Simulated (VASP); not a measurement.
Calculation: PBEsol GGA, VASP's PBE PAW potentials (set 64) (plane waves; VASP 6.6.1).

A VASP calculation is set up with these files.

### POSCAR
```
LuInO3
1
    3.8761050000     0.0000000000     0.0000000000
    0.0000000000     3.8761050000     0.0000000000
    0.0000000000     0.0000000000     3.8761050000
Lu In O
1 1 3
Direct
  0.0000000000   0.0000000000   0.0000000000
  0.5000000000   0.5000000000   0.5000000000
  0.0000000000   0.5000000000   0.5000000000
  0.5000000000   0.5000000000   0.0000000000
  0.5000000000   0.0000000000   0.5000000000
```

**INCAR**
```
! general
SYSTEM  = LuInO3
PREC    = Accurate
ENCUT   = 400
LREAL   = .False.
LASPH   = .True.

! electronic loop
EDIFF   = 1E-6
NELM    = 100
ALGO    = Normal
LMAXMIX = 6

! smearing
ISMEAR  = -1
SIGMA   = 0.1

! functional
GGA     = PS

! ions
ISIF    = 2

! output
LWAVE   = .False.
LCHARG  = .False.
```

KPOINTS:
```
Automatic mesh
0
Gamma
6 6 6
0 0 0
```

POTCAR, in this order: Lu_3 In_d O (PBE.64 set). Program: vasp_std.

What VASP printed:

### OUTCAR
```
 ion  position               nearest neighbor table
   1  0.000  0.000  0.000-   3 2.74   4 2.74   5 2.74   3 2.74   5 2.74   3 2.74   4 2.74   3 2.74
                             4 2.74   5 2.74   5 2.74   4 2.74   2 3.36   2 3.36   2 3.36   2 3.36
   2  0.500  0.500  0.500-   3 1.94   4 1.94   5 1.94   4 1.94   5 1.94   3 1.94   1 3.36   1 3.36
                             1 3.36   1 3.36   1 3.36   1 3.36   1 3.36   1 3.36
   3  0.000  0.500  0.500-   2 1.94   2 1.94   1 2.74   1 2.74   1 2.74   1 2.74
   4  0.500  0.500  0.000-   2 1.94   2 1.94   1 2.74   1 2.74   1 2.74   1 2.74
   5  0.500  0.000  0.500-   2 1.94   2 1.94   1 2.74   1 2.74   1 2.74   1 2.74
  LATTYP: Found a simple cubic cell.
 ALAT       =     3.8761050000
 Subroutine PRICEL returns:
 Original cell was already a primitive cell.
 Subroutine GETGRP returns: Found 48 space group operations
The static configuration has the point symmetry O_h .
The dynamic configuration has the point symmetry O_h .
 Subroutine INISYM returns: Found 48 space group operations
 Subroutine IBZKPT returns following result:
 Found     20 irreducible k-points:

 Following reciprocal coordinates:
            Coordinates               Weight
  0.000000  0.000000  0.000000      1.000000
  0.166667  0.000000  0.000000      6.000000
  0.333333  0.000000  0.000000      6.000000
  0.500000  0.000000  0.000000      3.000000
  0.166667  0.166667  0.000000     12.000000
  0.333333  0.166667  0.000000     24.000000
  0.500000  0.166667  0.000000     12.000000
  0.333333  0.333333  0.000000     12.000000
  0.500000  0.333333  0.000000     12.000000
  0.500000  0.500000  0.000000      3.000000
  0.166667  0.166667  0.166667      8.000000
  0.333333  0.166667  0.166667     24.000000
  0.500000  0.166667  0.166667     12.000000
  0.333333  0.333333  0.166667     24.000000
  0.500000  0.333333  0.166667     24.000000
  0.500000  0.500000  0.166667      6.000000
  0.333333  0.333333  0.333333      8.000000
  0.500000  0.333333  0.333333     12.000000
  0.500000  0.500000  0.333333      6.000000
  0.500000  0.500000  0.500000      1.000000
   k-points           NKPTS =     20   k-points in BZ     NKDIM =     20   number of bands    NBANDS=     24
   number of dos      NEDOS =    301   number of ions     NIONS =      5
   total plane-waves  NPLWV =  21952
   dimension x,y,z NGX =    28 NGY =   28 NGZ =   28
   dimension x,y,z NGXF=    56 NGYF=   56 NGZF=   56
   ions per type =               1   1   3
   PREC   = accura    normal or accurate (medium, high low for compatibility)
   ISTART =      0    job   : 0-new  1-cont  2-samecut
   ICHARG =      2    charge: 1-file 2-atom 10-const
   ISPIN  =      1    spin polarized calculation?
   LNONCOLLINEAR =      F non collinear calculations
   LSORBIT =      F    spin-orbit coupling
   INIWAV =      1    electr: 0-lowe 1-rand  2-diag
   ENCUT  =  400.0 eV  29.40 Ry    5.42 a.u.   6.32  6.32  6.32*2*pi/ulx,y,z
   NELM   =    100;   NELMIN=  2; NELMDL= -5     # of ELM steps
   EDIFF  = 0.1E-05   stopping-criterion for ELM
   LREAL  =      F    real-space projection
   NLSPLINE    = F    spline interpolate recip. space projectors
   LMAXMIX     =    6 max onsite mixed and CHGCAR
   VOSKOWN=      0    Vosko Wilk Nusair interpolation
   EDIFFG = 0.1E-04   stopping-criterion for IOM
   NSW    =      0    number of steps for IOM
   NBLOCK =      1;   KBLOCK =      1    inner block; outer block
   IBRION =     -1    ionic relax: 0-MD 1-quasi-New 2-CG
   NFREE  =      0    steps in history (QN), initial steepest desc. (CG)
   ISIF   =      2    stress and relaxation
   ISYM   =      2    0-nonsym 1-usesym 2-fastsym
   TEIN   =    0.0    initial temperature
   TEBEG  =    0.0;   TEEND  =   0.0 temperature during run
   SMASS  =  -3.00    Nose mass-parameter (am)
   PSTRESS=    0.0 pullay stress
   NELECT =      40.0000    total number of electrons
   EFERMI =   0.00;   METHOD = LEGACY
   ISMEAR =    -1;   SIGMA  =   0.10  broadening in eV -4-tet -1-fermi 0-gaus
...
```

OSZICAR:
```
       N       E                     dE             d eps       ncg     rms          rms(c)
DAV:   1     0.315342429763E+03    0.31534E+03   -0.17751E+04  1440   0.187E+03
DAV:   2    -0.831681680370E+01   -0.32366E+03   -0.31783E+03  1576   0.698E+02
DAV:   3    -0.368117888091E+02   -0.28495E+02   -0.28448E+02  1568   0.160E+02
DAV:   4    -0.378041876476E+02   -0.99240E+00   -0.98984E+00  1480   0.242E+01
DAV:   5    -0.378401761356E+02   -0.35988E-01   -0.35952E-01  1312   0.465E+00    0.216E+01
DAV:   6    -0.319736054700E+02    0.58666E+01   -0.28388E+01  1744   0.585E+01    0.157E+01
DAV:   7    -0.318975073748E+02    0.76098E-01   -0.14663E+00  1720   0.135E+01    0.903E+00
DAV:   8    -0.318279657119E+02    0.69542E-01   -0.36596E-01  1744   0.849E+00    0.170E+00
DAV:   9    -0.318211103625E+02    0.68553E-02   -0.10490E-01  1832   0.454E+00    0.342E-01
DAV:  10    -0.329728818769E+02   -0.11518E+01   -0.11553E+01  1520   0.185E+00    0.122E+00
DAV:  11    -0.316980810221E+02    0.12748E+01   -0.13357E+01  1400   0.164E+00    0.338E-01
DAV:  12    -0.317828606313E+02   -0.84780E-01   -0.16856E-03  1448   0.713E-01    0.126E-01
DAV:  13    -0.340520838182E+02   -0.22692E+01   -0.22702E+01  1832   0.853E-01    0.709E-01
DAV:  14    -0.317056231103E+02    0.23465E+01   -0.77456E+00  1080   0.784E-01    0.187E-01
DAV:  15    -0.317355649765E+02   -0.29942E-01   -0.76391E-03  1664   0.214E-01    0.154E-01
DAV:  16    -0.318113069197E+02   -0.75742E-01   -0.76546E-01  1696   0.237E-01    0.179E-01
DAV:  17    -0.318191258557E+02   -0.78189E-02   -0.78661E-02  1704   0.126E-01    0.166E-01
DAV:  18    -0.318192980801E+02   -0.17222E-03   -0.21093E-03  1640   0.163E-01    0.118E-01
DAV:  19    -0.376280692172E+02   -0.58088E+01   -0.58088E+01  1768   0.637E-02    0.155E+00
DAV:  20    -0.317695051372E+02    0.58586E+01   -0.18964E+01   752   0.108E+00    0.104E-01
DAV:  21    -0.327580142451E+02   -0.98851E+00   -0.98853E+00  1728   0.344E-01    0.418E-01
DAV:  22    -0.317063616262E+02    0.10517E+01   -0.87748E+00   984   0.123E+00    0.899E-02
DAV:  23    -0.317063055188E+02    0.56107E-04   -0.11730E-03  1696   0.126E-01    0.101E-01
DAV:  24    -0.318094902454E+02   -0.10318E+00   -0.35577E-04  1424   0.405E-02    0.672E-02
DAV:  25    -0.318188357184E+02   -0.93455E-02   -0.94319E-02  1048   0.988E-02    0.801E-02
DAV:  26    -0.318192734850E+02   -0.43777E-03   -0.45096E-03  1320   0.773E-02    0.734E-02
DAV:  27    -0.318192938545E+02   -0.20370E-04   -0.24529E-04   648   0.173E-02    0.667E-02
DAV:  28    -0.318192947807E+02   -0.92622E-06   -0.34043E-05   608   0.195E-02    0.560E-02
DAV:  29    -0.318192895478E+02    0.52330E-05   -0.89388E-06   888   0.274E-02    0.317E-02
DAV:  30    -0.318192883018E+02    0.12460E-05   -0.34729E-06   776   0.219E-02    0.248E-02
DAV:  31    -0.318192886979E+02   -0.39613E-06   -0.56201E-07   536   0.120E-02
   1 F= -.31819289E+02 E0= -.31818882E+02  d E =-.812811E-03
```

**OUTCAR**
```
------------------------ aborting loop because EDIFF is reached ----------------------------------------
  FORCE on cell =-STRESS in cart. coord.  units (eV):
  Direction    XX          YY          ZZ          XY          YZ          ZX
  --------------------------------------------------------------------------------------
  Total        9.6177911      9.6177911      9.6177911     -0.0000000     -0.0000000      0.0000000
  in kB      264.6057778    264.6057778    264.6057778     -0.0000000     -0.0000000      0.0000000
  external PRESSURE =     264.6057778 kB  Pullay stress =       0.0000000 kB
  volume of cell :       58.24
      direct lattice vectors                 reciprocal lattice vectors
     3.876105000  0.000000000  0.000000000     0.257990947  0.000000000  0.000000000
     0.000000000  3.876105000  0.000000000     0.000000000  0.257990947  0.000000000
     0.000000000  0.000000000  3.876105000     0.000000000  0.000000000  0.257990947
 POSITION                                       TOTAL-FORCE (eV/Angst)
 -----------------------------------------------------------------------------------
      0.00000      0.00000      0.00000         0.000000      0.000000      0.000000
      1.93805      1.93805      1.93805         0.000000      0.000000      0.000000
      0.00000      1.93805      1.93805         0.000000      0.000000      0.000000
      1.93805      1.93805      0.00000         0.000000      0.000000      0.000000
      1.93805      0.00000      1.93805         0.000000      0.000000      0.000000
 -----------------------------------------------------------------------------------
    total drift:                                0.000000      0.000000      0.000000
  FREE ENERGIE OF THE ION-ELECTRON SYSTEM (eV)
  ---------------------------------------------------
  free  energy   TOTEN  =       -31.8192886979 eV

  energy  without entropy=      -31.8184758866  energy(sigma->0) =      -31.81888229
```
(Selected blocks of OUTCAR.)

At this cut-off the stress carries a Pulay error, which pulls relaxed volumes low.

The structure was generated: LuInO3 was put into an ordered model structure, which need not be its known phase. The cell was not relaxed at this level.
